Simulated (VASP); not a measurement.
VASP runs on MnS (rock salt, AFM-II order) share one base input (PBE GGA, plane waves, VASP's PBE PAW potentials (set 64)) and change the settings named in each case.

KPOINTS:
```
Automatic mesh
0
Gamma
6 6 6
0 0 0
```

### INCAR
```
ALGO  =  Normal   # blocked Davidson
LASPH  =  .TRUE.   # aspherical one-centre terms
LMAXMIX  =  4
LORBIT  =  10
SYSTEM  =  MnS
LREAL  =  .FALSE.   # projection in real space or not
ISMEAR  =  0
PREC  =  Accurate
MAGMOM  =  5.0 -5.0 2*0.0
EDIFF  =  1E-6   # SCF stop (eV)
NELM  =  100   # most electronic steps
SIGMA  =  0.05   # width (eV)
GGA  =  PE
LCHARG  =  .FALSE.
ENCUT  =  400
ISIF  =  2
LWAVE  =  .FALSE.
ISPIN  =  2
```

File POSCAR:
```
MnS
1
    5.2200000000     2.6100000000     2.6100000000
    2.6100000000     5.2200000000     2.6100000000
    2.6100000000     2.6100000000     5.2200000000
Mn S
2 2
Direct
  0.0000000000   0.0000000000   0.0000000000
  0.5000000000   0.5000000000   0.5000000000
  0.2500000000   0.2500000000   0.2500000000
  0.7500000000   0.7500000000   0.7500000000
```

POTCAR, in this order: Mn_pv S (PBE.64 set). Program: vasp_std.

```tsv
change	E(σ→0) (eV/atom)	pressure (GPa)	irreducible k-points
base run	-7.0981	-4.06	32
KPOINTS 2×2×2 Γ-centred mesh	-6.8645	-2.78	4
KPOINTS 3×3×3 Γ-centred mesh	-7.0679	-3.87	6
KPOINTS 4×4×4 Γ-centred mesh	-7.0881	-3.86	13
KPOINTS 7×7×7 Γ-centred mesh	?	?	44
KPOINTS 8×8×8 Γ-centred mesh	-7.0991	-4.09	65
```

### Question
What belongs in the gaps?

### Answer

- KPOINTS 7×7×7 Γ-centred mesh, E(σ→0) (eV/atom): -7.0988
- KPOINTS 7×7×7 Γ-centred mesh, pressure (GPa): -4.08

Left out are runs that ran out of time, are held back, or changed the cell or the kind of run, fixed moments of cells without a moment, rows past the twelfth, gaps on odd meshes, pressures of charged cells and columns that move by less than the noise.

The compound is MnS in the rock salt, AFM-II order structure. The cell was not relaxed at this level. The spin order is the one that the start imposed; others were not tried in this run.
